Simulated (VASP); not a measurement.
# SnSe2: what each functional gives, and what it costs, part 8 of 9

Wanted: bands and gap of SnSe2 from one functional after another. LASPH is on for some levels and off for others; the table marks which. The start is a cell from a database of measured crystal structures.

VASP 6.6.1, plane waves and PAW; the level of theory is named at each step.

So far, least gap on mesh and path (eV): step 2 (bands, level LDA, k 4×4×3) 0.576; step 10 (bands, level r2SCAN0, k 4×4×3) 2.31; step 11 (bands, level HSE03, k 4×4×3) 1.27; step 13 (bands, level PBE-EpsX, k 4×4×3) 1.20; step 14 (bands, level PBE0, k 4×4×3) 2.12.

## 15. Bands with PBE + SOC

This step: PBE, spin-orbit coupling; plane waves and PAW (Sn_d, Se) (VASP 6.6.1).

Spin-orbit coupling needs spinors and the noncollinear program, where each band holds one electron.

File INCAR:

```
SYSTEM = SnSe2
PREC = Accurate
ENCUT = 400
EDIFF = 1E-06
NELM = 100
ISMEAR = 0
SIGMA = 0.02
LREAL = .FALSE.
ALGO = Normal
GGA = PE
LNONCOLLINEAR = .TRUE.
MAGMOM = 0 0 0 0 0 0 0 0 0
NBANDS = 38
GGA_COMPAT = .FALSE.
LASPH = .TRUE.
LSORBIT = .TRUE.
LORBIT = 11
LWAVE = .FALSE.
LCHARG = .FALSE.
KPAR = 4
```

File POSCAR:

```
SnSe2
1.0
    3.8110000000      0.0000000000      0.0000000000
   -1.9055000000      3.3004228138      0.0000000000
    0.0000000000      0.0000000000      6.1360000000
Sn Se
1 2
Direct
    0.0000000000      0.0000000000      0.0000000000
    0.3333333333      0.6666666667      0.2490000000
    0.6666666667      0.3333333333      0.7510000000
```

File KPOINTS:

```
Automatic mesh
0
Gamma
5 5 3
0 0 0
```

File KPOINTS_OPT:

```
Line mode
16
Line-mode
Reciprocal
  0.00000000   0.00000000   0.00000000 GAMMA
  0.50000000   0.00000000   0.00000000 M

  0.50000000   0.00000000   0.00000000 M
  0.33333333   0.33333333   0.00000000 K

  0.33333333   0.33333333   0.00000000 K
  0.00000000   0.00000000   0.00000000 GAMMA

  0.00000000   0.00000000   0.00000000 GAMMA
  0.00000000   0.00000000   0.50000000 A

  0.00000000   0.00000000   0.50000000 A
  0.50000000   0.00000000   0.50000000 L

  0.50000000   0.00000000   0.50000000 L
  0.33333333   0.33333333   0.50000000 H

  0.33333333   0.33333333   0.50000000 H
  0.00000000   0.00000000   0.50000000 A

  0.50000000   0.00000000   0.50000000 L
  0.50000000   0.00000000   0.00000000 M

  0.33333333   0.33333333   0.00000000 K
  0.33333333   0.33333333   0.50000000 H
```

The projector-augmented-wave data sets are Sn_d and Se (PBE family, release 64).

On the command line:

```
$ mpirun -np 4 vasp_ncl
```

Numbers of over 12 decimals in the logs are rounded to 6 here.

Output:

```text
[... set-up lines as in an earlier step ...]
 entering main loop
       N       E                     dE             d eps       ncg     rms          rms(c)
DAV:   1     0.234967155795E+03    0.23497E+03   -0.99621E+03   940   0.135E+03
DAV:   2     0.239764903918E+02   -0.21099E+03   -0.20103E+03   920   0.398E+02
DAV:   3    -0.103648485981E+02   -0.34341E+02   -0.33401E+02  1100   0.145E+02
DAV:   4    -0.120391263405E+02   -0.16743E+01   -0.16625E+01  1084   0.349E+01
[...]
DAV:  11    -0.118013202735E+02   -0.28598E-04   -0.95016E-05  1080   0.643E-02    0.183E-02
DAV:  12    -0.118013355651E+02   -0.15292E-04   -0.22664E-05   990   0.315E-02    0.732E-03
DAV:  13    -0.118013362075E+02   -0.64242E-06   -0.13124E-06  1012   0.824E-03
   1 F= -.11801336E+02 E0= -.11801336E+02  d E =-.669998E-33  mag=    -0.0000     0.0000    -0.0000
 Start KPOINTS_OPT (optional k-point list driver)
k-point batch [1-12\144]
       N       E                     dE             ncg
DAV:   1     0.811855914711E+03   -0.13312E+04      976
DAV:   2    -0.171882833491E+04   -0.25307E+04      944
DAV:   3    -0.213804505570E+04   -0.41922E+03     1094
DAV:   4    -0.215895658947E+04   -0.20912E+02     1082
DAV:   5    -0.215949474346E+04   -0.53815E+00     1264
DAV:   6    -0.215950660356E+04   -0.11860E-01     1194
DAV:   7    -0.215950729507E+04   -0.69151E-03     1344
DAV:   8    -0.215950731107E+04   -0.15996E-04     1036
DAV:   9    -0.215950731120E+04   -0.13562E-06      752
[...]
k-point batch [133-144\144]
       N       E                     dE             ncg
DAV:   1     0.519619213731E+03   -0.91254E+04      954
DAV:   2    -0.191663315122E+04   -0.24363E+04      936
DAV:   3    -0.229359712767E+04   -0.37696E+03     1070
DAV:   4    -0.231066807098E+04   -0.17071E+02     1130
DAV:   5    -0.231109312021E+04   -0.42505E+00     1304
DAV:   6    -0.231110254057E+04   -0.94204E-02     1160
DAV:   7    -0.231110304003E+04   -0.49946E-03     1392
DAV:   8    -0.231110304372E+04   -0.36947E-05     1042
DAV:   9    -0.231110304382E+04   -0.95880E-07      752
```

Wall time 67 s (4 MPI ranks of Intel Xeon 6975P-C (Granite Rapids), shared host); peak memory 1.3 GiB.

Parts of OUTCAR (step 15):

```text
  Total        2.5980322      2.5980322      3.1417132      0.0000000      0.0000000      0.0000000
  in kB       53.9338262     53.9338262     65.2203679      0.0000000      0.0000000      0.0000000
  external PRESSURE =      57.6960068 kB  Pullay stress =       0.0000000 kB

 POSITION                                       TOTAL-FORCE (eV/Angst)
 -----------------------------------------------------------------------------------
      0.00000      0.00000      0.00000        -0.000000      0.000000      0.000000
     -0.00000      2.20028      1.52786         0.000000      0.000000      0.766143
      1.90550      1.10014      4.60814        -0.000000     -0.000000     -0.766143
 -----------------------------------------------------------------------------------
    total drift:                                0.000000      0.000000      0.000000

  FREE ENERGIE OF THE ION-ELECTRON SYSTEM (eV)
  ---------------------------------------------------
  free  energy   TOTEN  =       -11.8013362075 eV

  energy  without entropy=      -11.8013362075  energy(sigma->0) =      -11.80133621

 magnetization (x)
# of ion       s       p       d       tot
------------------------------------------
    1       -0.000   0.000   0.000  -0.000
    2        0.000   0.000  -0.000   0.000
    3        0.000   0.000  -0.000   0.000
--------------------------------------------------
tot         -0.000   0.000  -0.000   0.000

 magnetization (y)
# of ion       s       p       d       tot
------------------------------------------
    1        0.000   0.000   0.000   0.000
    2       -0.000   0.000  -0.000   0.000
    3        0.000   0.000  -0.000  -0.000
--------------------------------------------------
tot         -0.000   0.000  -0.000   0.000

 magnetization (z)
# of ion       s       p       d       tot
------------------------------------------
    1        0.000  -0.000   0.000  -0.000
    2        0.000   0.000   0.000   0.000
    3        0.000   0.000   0.000   0.000
--------------------------------------------------
tot          0.000  -0.000   0.000  -0.000

[... 1 part as in an earlier step ...]

[... 2 further parts left out ...]
[key lines of the parts left out:]
E-fermi :   4.3983
```

LASPH is on here and off in scalar runs of this session, so a comparison with those holds both changes. At this level the cell is under a pressure of 5.8 GPa, so at these settings it is away from equilibrium.

Electronic bands along the path, in eV, zero at the valence-band top; v1 is the highest filled band, c1 the lowest empty one:

| point | v4 | v3 | v2 | v1 | c1 | c2 | c3 | c4 |
| --- | --- | --- | --- | --- | --- | --- | --- | --- |
| Γ | -0.34 | -0.34 | -0.02 | -0.02 | 1.02 | 1.02 | 2.83 | 2.83 |
| 0.53 of the way | -0.41 | -0.41 | -0.15 | -0.15 | 1.82 | 1.82 | 3.89 | 3.89 |
| M | -1.29 | -1.29 | -0.37 | -0.37 | 1.09 | 1.09 | 3.70 | 3.70 |
| 0.47 of the way | -1.37 | -1.37 | -1.19 | -1.19 | 1.47 | 1.47 | 5.00 | 5.00 |
| K | -1.63 | -1.63 | -1.57 | -1.57 | 1.35 | 1.35 | 6.47 | 6.47 |
| 0.47 of the way | -1.45 | -1.45 | -0.28 | -0.28 | 2.07 | 2.07 | 4.94 | 4.94 |
| Γ | -0.34 | -0.34 | -0.02 | -0.02 | 1.02 | 1.02 | 2.83 | 2.83 |
| 0.47 of the way | -0.53 | -0.53 | -0.26 | -0.26 | 1.82 | 1.82 | 2.84 | 2.84 |
| A | -0.46 | -0.46 | -0.18 | -0.18 | 2.38 | 2.38 | 2.80 | 2.80 |
| 0.53 of the way | -1.45 | -1.45 | -0.51 | -0.51 | 1.54 | 1.54 | 4.41 | 4.41 |
| L | -0.99 | -0.99 | -0.71 | -0.71 | 0.80 | 0.80 | 4.17 | 4.17 |
| 0.53 of the way | -0.69 | -0.69 | -0.46 | -0.46 | 1.80 | 1.80 | 4.62 | 4.62 |
| H | -0.49 | -0.49 | -0.40 | -0.40 | 2.48 | 2.48 | 4.57 | 4.57 |
| 0.47 of the way | -1.00 | -1.00 | -0.84 | -0.84 | 2.17 | 2.17 | 4.50 | 4.50 |
| A | -0.46 | -0.46 | -0.18 | -0.18 | 2.38 | 2.38 | 2.80 | 2.80 |
| jump to L | -0.99 | -0.99 | -0.71 | -0.71 | 0.80 | 0.80 | 4.17 | 4.17 |
| 0.47 of the way | -0.91 | -0.91 | -0.55 | -0.55 | 0.73 | 0.73 | 3.94 | 3.94 |
| M | -1.29 | -1.29 | -0.37 | -0.37 | 1.09 | 1.09 | 3.70 | 3.70 |
| jump to K | -1.63 | -1.63 | -1.57 | -1.57 | 1.35 | 1.35 | 6.47 | 6.47 |
| 0.53 of the way | -1.00 | -1.00 | -0.93 | -0.93 | 1.93 | 1.93 | 5.35 | 5.35 |
| H | -0.49 | -0.49 | -0.40 | -0.40 | 2.48 | 2.48 | 4.57 | 4.57 |

Of the projections kept (Sn, Se), the largest for each band there, as a share of the weight inside these atoms' spheres; weight between the spheres isn't counted:

| point | v4 | v3 | v2 | v1 | c1 | c2 | c3 | c4 |
| --- | --- | --- | --- | --- | --- | --- | --- | --- |
| Γ | Se 0.91 | Se 0.91 | Se 0.88 | Se 0.88 | Se 0.55 | Se 0.55 | Sn 0.59 | Sn 0.59 |
| M | Se 0.87 | Se 0.87 | Se 0.92 | Se 0.92 | Se 0.57 | Se 0.57 | Sn 0.57 | Sn 0.57 |
| K | Se 0.92 | Se 0.92 | Se 0.93 | Se 0.93 | Se 0.58 | Se 0.58 | Se 0.58 | Se 0.58 |
| Γ | Se 0.91 | Se 0.91 | Se 0.88 | Se 0.88 | Se 0.55 | Se 0.55 | Sn 0.59 | Sn 0.59 |
| A | Se 0.91 | Se 0.91 | Se 0.90 | Se 0.90 | Se 0.58 | Se 0.58 | Sn 0.65 | Sn 0.65 |
| L | Se 0.90 | Se 0.90 | Se 0.91 | Se 0.91 | Se 0.57 | Se 0.57 | Se 0.68 | Se 0.68 |

The gap is 0.70 eV, indirect. Against PBE that is -0.02 eV, on another mesh; this run took 3.8 times the core time.

## 16. Starting orbitals for the hybrid with PBE + SOC

Again a semilocal start for the hybrid that follows.

Changes to INCAR since step 15:

```diff
@@ -3,3 +3,3 @@
 ENCUT = 400
-EDIFF = 1E-06
+EDIFF = 1E-05
 NELM = 100
@@ -17,3 +17,3 @@
 LORBIT = 11
-LWAVE = .FALSE.
+LWAVE = .TRUE.
 LCHARG = .FALSE.
```

POSCAR is that of step 15.

File KPOINTS:

```
Automatic mesh
0
Gamma
4 4 3
0 0 0
```

On the command line:

```
$ mpirun -np 4 vasp_ncl
```

Output:

```text
[... set-up lines as in an earlier step ...]
 entering main loop
       N       E                     dE             d eps       ncg     rms          rms(c)
DAV:   1     0.233513670729E+03    0.23351E+03   -0.99717E+03   702   0.135E+03
DAV:   2     0.226795675348E+02   -0.21083E+03   -0.20012E+03   708   0.393E+02
DAV:   3    -0.103843236203E+02   -0.33064E+02   -0.32172E+02   820   0.144E+02
DAV:   4    -0.119777157912E+02   -0.15934E+01   -0.15839E+01   804   0.348E+01
DAV:   5    -0.120169965685E+02   -0.39281E-01   -0.39253E-01   958   0.561E+00    0.530E+00
DAV:   6    -0.117474644311E+02    0.26953E+00   -0.33788E-01   976   0.802E+00    0.341E+00
DAV:   7    -0.117258318919E+02    0.21633E-01   -0.17477E-01   830   0.273E+00    0.128E+00
DAV:   8    -0.117260231390E+02   -0.19125E-03   -0.91336E-03   888   0.971E-01    0.652E-01
DAV:   9    -0.117264823118E+02   -0.45917E-03   -0.16417E-03   812   0.378E-01    0.165E-01
DAV:  10    -0.117267222848E+02   -0.23997E-03   -0.35313E-04   866   0.210E-01    0.525E-02
DAV:  11    -0.117267547428E+02   -0.32458E-04   -0.97983E-05   726   0.653E-02    0.192E-02
DAV:  12    -0.117267721740E+02   -0.17431E-04   -0.25602E-05   666   0.344E-02    0.749E-03
DAV:  13    -0.117267728228E+02   -0.64883E-06   -0.15421E-06   480   0.114E-02
   1 F= -.11726773E+02 E0= -.11726773E+02  d E =-.970316E-18  mag=    -0.0000     0.0000    -0.0000
 writing wavefunctions
```

Wall time 14 s (4 MPI ranks); peak memory 1.1 GiB.

OUTCAR, selected parts (step 16):

```text
   k-points           NKPTS =      9   k-points in BZ     NKDIM =      9   number of bands    NBANDS=     38

   NELECT =      26.0000    total number of electrons

 E-fermi :   4.3633

 k-point     1 :       0.0000    0.0000    0.0000
  band No.  band energies     occupation
    ...
     22       3.6636      1.00000
     23       3.9310      1.00000
     24       3.9310      1.00000
     25       4.2482      1.00000
     26       4.2482      1.00000
     27       5.2874      0.00000
     28       5.2874      0.00000
     29       7.0939      0.00000
     30       7.0939      0.00000
     31       8.6252      0.00000
    ...

  Total        2.8699505      2.8699505      2.9990718      0.0000000      0.0000000      0.0000000
  in kB       59.5787112     59.5787112     62.2592035      0.0000000      0.0000000      0.0000000
  external PRESSURE =      60.4722087 kB  Pullay stress =       0.0000000 kB

 POSITION                                       TOTAL-FORCE (eV/Angst)
 -----------------------------------------------------------------------------------
      0.00000      0.00000      0.00000        -0.000000      0.000000      0.000000
     -0.00000      2.20028      1.52786         0.000000      0.000000      0.721789
      1.90550      1.10014      4.60814         0.000000     -0.000000     -0.721789
 -----------------------------------------------------------------------------------
    total drift:                                0.000000      0.000000     -0.000000

  FREE ENERGIE OF THE ION-ELECTRON SYSTEM (eV)
  ---------------------------------------------------
  free  energy   TOTEN  =       -11.7267728228 eV

  energy  without entropy=      -11.7267728228  energy(sigma->0) =      -11.72677282

 Spin-Orbit-Coupling matrix elements
 Ion:    1  E_soc:     -0.0901509
 Ion:    2  E_soc:     -0.0455394
 Ion:    3  E_soc:     -0.0455394

 magnetization (x)
# of ion       s       p       d       tot
------------------------------------------
    1        0.000   0.000   0.000   0.000
    2        0.000   0.000   0.000   0.000
    3        0.000   0.000   0.000   0.000
--------------------------------------------------
tot          0.000   0.000   0.000   0.000

 magnetization (y)
# of ion       s       p       d       tot
------------------------------------------
    1        0.000   0.000   0.000   0.000
    2        0.000   0.000  -0.000   0.000
    3        0.000   0.000  -0.000   0.000
--------------------------------------------------
tot          0.000   0.000  -0.000   0.000

 magnetization (z)
# of ion       s       p       d       tot
------------------------------------------
    1        0.000   0.000   0.000   0.000
    2        0.000   0.000   0.000   0.000
    3        0.000   0.000   0.000   0.000
--------------------------------------------------
tot          0.000   0.000   0.000   0.000

[... 7 parts as in an earlier step ...]

[... 9 further parts left out ...]
```

Numbers from this step:

| Quantity | Value |
| --- | --- |
| irreducible k-points | 9 |
| free energy (TOTEN) | -11.73 eV |
| Fermi energy | 4.363 eV |
| pressure | 6.047 GPa |
| valence top at k | 0, 0, 0 |
| gap on the k-mesh | 0.7135 eV |
| least direct gap on the k-mesh | 1.039 eV |

On-site spin-orbit energy by atom:

| atom | on-site spin-orbit energy (eV) |
| --- | --- |
| Sn1 | -0.0902 |
| Se2 | -0.0455 |
| Se3 | -0.0455 |

Force by atom:

| atom | x (eV/Å) | y (eV/Å) | z (eV/Å) | size |
| --- | --- | --- | --- | --- |
| Sn1 | 0.000 | 0.000 | 0.000 | 0.000 |
| Se2 | 0.000 | 0.000 | 0.722 | 0.722 |
| Se3 | 0.000 | 0.000 | -0.722 | 0.722 |

The run ends at a pressure of 6.05 GPa, with forces up to 0.72 eV/Å.

(Part 8 of 9 ends here.)

[Lines on the potential files, build, host, timing and source positions are cut from VASP's logs without a mark.]

[Logs are printed without paths, hosts, clocks, repeated set-up lines and the standing remarks that a program may print on its own settings, such as how far it seeks lower states.]

[Hosts, paths, dates, database ids (printed as entryN), source tags and the programs' standing remarks are cut or masked in the printed files.]

[A measured line is paired with the nearest computed mode of its activity, which favours agreement.]

[In band tables of VASP the shares of atoms and orbitals are scaled to a sum of 1 inside the atoms' spheres.]
